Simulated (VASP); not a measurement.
Level of theory: PBE GGA, VASP's PBE PAW potentials (set 64) (plane waves; VASP 6.6.1).

VASP ran on this input.

**POSCAR**
```
Tc
1
    1.3877910541    -2.4037250172     0.0000000000
    1.3877910541     2.4037250172     0.0000000000
    0.0000000000     0.0000000000     4.4465708639
Tc
2
Direct
  0.3333330000   0.6666670000   0.2500000000
  0.6666670000   0.3333330000   0.7500000000
```

**INCAR**
```
! general
SYSTEM  = Tc
PREC    = Accurate
ENCUT   = 520
LREAL   = .False.   ! projection in real space or not
LASPH   = .True.

! electronic loop
EDIFF   = 1E-7   ! SCF stop (eV)
NELM    = 100
ALGO    = Normal   ! blocked Davidson
LMAXMIX = 4

! smearing
ISMEAR  = 1
SIGMA   = 0.1   ! width (eV)

! functional
GGA     = PE   ! PBE

! ions
IBRION  = 2   ! conjugate gradients
NSW     = 30
ISIF    = 4   ! ions and shape, fixed volume
EDIFFG  = -0.01

! output
LWAVE   = .False.
LCHARG  = .False.
```

**KPOINTS**
```
K-points
0
Gamma
 15 15 8
```

POTCAR, in this order: Tc_pv (PBE.64 set). Program: vasp_std.

Output of the run:

File OSZICAR:
```
       N       E                     dE             d eps       ncg     rms          rms(c)
DAV:   1     0.312171641576E+03    0.31217E+03   -0.16748E+04  4622   0.160E+03
DAV:   2    -0.141092977011E+02   -0.32628E+03   -0.32331E+03  5127   0.453E+02
DAV:   3    -0.221013285774E+02   -0.79920E+01   -0.77995E+01  5468   0.816E+01
DAV:   4    -0.221801990950E+02   -0.78871E-01   -0.78566E-01  5138   0.803E+00
DAV:   5    -0.221808635221E+02   -0.66443E-03   -0.66437E-03  5167   0.714E-01    0.223E+01
DAV:   6    -0.208211386338E+02    0.13597E+01   -0.35149E+00  4893   0.182E+01    0.637E+00
DAV:   7    -0.206857182392E+02    0.13542E+00   -0.54733E-01  5245   0.646E+00    0.841E-01
DAV:   8    -0.206770481414E+02    0.86701E-02   -0.92554E-03  4716   0.103E+00    0.202E-01
DAV:   9    -0.206771096864E+02   -0.61545E-04   -0.42747E-04  5553   0.183E-01    0.211E-02
DAV:  10    -0.206771086830E+02    0.10034E-05   -0.18437E-05  4896   0.363E-02    0.110E-02
DAV:  11    -0.206771082483E+02    0.43467E-06   -0.18248E-06  4796   0.139E-02    0.301E-03
DAV:  12    -0.206771073464E+02    0.90193E-06   -0.19532E-07  3006   0.376E-03    0.584E-04
DAV:  13    -0.206771073057E+02    0.40704E-07   -0.31216E-08  2316   0.138E-03
   1 F= -.20677107E+02 E0= -.20677506E+02  d E =-.206771E+02
       N       E                     dE             d eps       ncg     rms          rms(c)
DAV:   1    -0.206808717112E+02   -0.37644E-02   -0.17205E-01  4598   0.358E+00    0.350E-01
DAV:   2    -0.206778815990E+02    0.29901E-02   -0.50783E-03  5023   0.615E-01    0.150E-01
DAV:   3    -0.206772324111E+02    0.64919E-03   -0.23137E-03  5521   0.334E-01    0.207E-02
DAV:   4    -0.206772359012E+02   -0.34902E-05   -0.44462E-05  4660   0.691E-02    0.607E-03
DAV:   5    -0.206772356393E+02    0.26191E-06   -0.21599E-06  5163   0.937E-03    0.213E-03
DAV:   6    -0.206772357388E+02   -0.99493E-07   -0.15756E-07  3065   0.304E-03
   2 F= -.20677236E+02 E0= -.20677668E+02  d E =-.128433E-03
       N       E                     dE             d eps       ncg     rms          rms(c)
DAV:   1    -0.206777008510E+02   -0.46521E-03   -0.19830E-02  4598   0.121E+00    0.118E-01
DAV:   2    -0.206773578229E+02    0.34303E-03   -0.58491E-04  5007   0.207E-01    0.513E-02
DAV:   3    -0.206772815760E+02    0.76247E-04   -0.27476E-04  5498   0.114E-01    0.706E-03
DAV:   4    -0.206772820658E+02   -0.48974E-06   -0.55236E-06  4675   0.243E-02    0.222E-03
DAV:   5    -0.206772819883E+02    0.77411E-07   -0.29661E-07  3915   0.357E-03
   3 F= -.20677282E+02 E0= -.20677707E+02  d E =-.174683E-03
```

File OUTCAR:
```
------------------------ aborting loop because EDIFF is reached ----------------------------------------
  FORCE on cell =-STRESS in cart. coord.  units (eV):
  Direction    XX          YY          ZZ          XY          YZ          ZX
  --------------------------------------------------------------------------------------
  Total       -1.5501002     -1.5501007     -1.5475935     -0.0000000      0.0000000      0.0000000
  in kB      -83.7155777    -83.7156044    -83.5802011     -0.0000000      0.0000000      0.0000000
  external PRESSURE =     -83.6704611 kB  Pullay stress =       0.0000000 kB
  volume of cell :       29.67
      direct lattice vectors                 reciprocal lattice vectors
     1.389130621 -2.406045197  0.000000000     0.359937354 -0.207809895  0.000000000
     1.389130621  2.406045197  0.000000000     0.359937354  0.207809895  0.000000000
    -0.000000000 -0.000000000  4.437999195    -0.000000000 -0.000000000  0.225326765
 POSITION                                       TOTAL-FORCE (eV/Angst)
 -----------------------------------------------------------------------------------
      1.38913      0.80202      1.10950         0.000000     -0.000000      0.000000
      1.38913     -0.80202      3.32850        -0.000000      0.000000     -0.000000
 -----------------------------------------------------------------------------------
    total drift:                               -0.000000      0.000634     -0.000043
  FREE ENERGIE OF THE ION-ELECTRON SYSTEM (eV)
  ---------------------------------------------------
  free  energy   TOTEN  =       -20.6772819883 eV

  energy  without entropy=      -20.6785577286  energy(sigma->0) =      -20.67770724

 reached required accuracy - stopping structural energy minimisation
```
(Selected blocks of OUTCAR.)

CONTCAR:
```
Tc
   1.00000000000000
     1.3891306211861387   -2.4060451967914180    0.0000000000000000
     1.3891306211861387    2.4060451967914180    0.0000000000000000
    -0.0000000000000000   -0.0000000000000000    4.4379991954014137
  Tc
     2
Direct
     0.3333330000000032    0.6666669999999968    0.2500000000000000
     0.6666669999999968    0.3333330000000032    0.7500000000000000
```

The compound is Tc in the hcp structure. This cell is one point of a volume scan, at 1.03 of the reference volume. Symmetry was kept, so distortions that lower it aren't found.
